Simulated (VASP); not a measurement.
# Ga3BSb2: relaxation of cell and atoms with PBE

Ga3BSb2:

```
Ga B Sb
1.0
     3.75530    0.00000    0.00000
    -1.87765    3.25219    0.00000
     0.00000    0.00000   10.77012
Ga B Sb
3 1 2
Cartesian
  3.7553 0.0000 7.1486
  1.8777 1.0841 8.9728
  0.0000 0.0000 3.4232
  0.0000 0.0000 1.3340
  0.0000 2.1681 0.5469
  0.0000 2.1681 5.1764
```

The cell was built by a generator and needn't be a form met in nature.

- Program: VASP 6.6.1
- Task: relaxation of cell and atoms
- Functional: PBE
- Potentials or basis: VASP PAW PBE potentials, release 64 (Ga_d, B, Sb)
- Cutoff: 520 eV
- k mesh: 10 × 10 × 4
- Occupations: gaussian, width 0.1 eV
- Spin: no spin polarisation
- Further INCAR settings: ALGO = Normal; EDIFF = 1e-07; IBRION = 2; POTIM = 0.3; EDIFFG = -0.005; NSW = 60; ISIF = 3

- Relaxed volume: 21.94 Å³/atom
- Relaxed cell: a = 3.756 Å, b = 3.756 Å, c = 10.774 Å, α = 90.00°, β = 90.00°, γ = 120.00°
- Space group after relaxing (to 0.05 Å): P3m1 (No. 156)
- Energy gained by relaxing: 0.0 meV/atom
- Ionic steps: 13
- Pressure after relaxing: 0.0 GPa
- Largest force after relaxing: 0.005 eV/Å
- Band gap on the k mesh: none (metal or under the smearing width)

Forces in eV/Å, atoms in the order of the input:
```
Ga   0.000  0.000 -0.004
Ga   0.000  0.000 -0.002
Ga   0.000  0.000  0.000
B    0.000  0.000  0.004
Sb   0.000  0.000  0.005
Sb   0.000  0.000 -0.002
```

Final structure:
```
Ga B Sb
1.0
     3.75599    0.00000    0.00000
    -1.87800    3.25279    0.00000
     0.00000    0.00000   10.77426
Ga B Sb
3 1 2
Direct
  0.00000 0.00000 0.66366
  0.66667 0.33333 0.83307
  0.00000 0.00000 0.31782
  0.00000 0.00000 0.12392
  0.33333 0.66667 0.05090
  0.33333 0.66667 0.48061
```

Levels at points of the mesh, in eV from the Fermi level:
| k point | band 23 | band 24 | band 25 | band 26 | band 27 | band 28 | band 29 | band 30 |
| --- | --- | --- | --- | --- | --- | --- | --- | --- |
| (0.00, 0.00, 0.00) | -0.48 | 0.29 | 1.53 | 1.53 | 2.32 | 3.31 | 3.31 | 4.09 |
| (0.50, 0.00, 0.00) | -2.42 | -2.34 | -2.06 | -1.03 | -0.61 | 1.50 | 1.71 | 2.24 |
| (0.00, 0.00, 0.50) | -0.57 | 1.52 | 1.52 | 2.22 | 2.65 | 3.28 | 3.28 | 3.44 |
| (0.50, 0.00, 0.50) | -3.02 | -2.41 | -0.67 | -0.58 | -0.33 | 0.65 | 1.63 | 2.04 |

Wall time 4.1 min on 4 MPI ranks on Intel(R) Xeon(R) Platinum 8488C (Sapphire Rapids), on a shared host, peak memory 0.37 GiB a rank.

The run has no spin-orbit coupling, so splittings on Sb are missing.
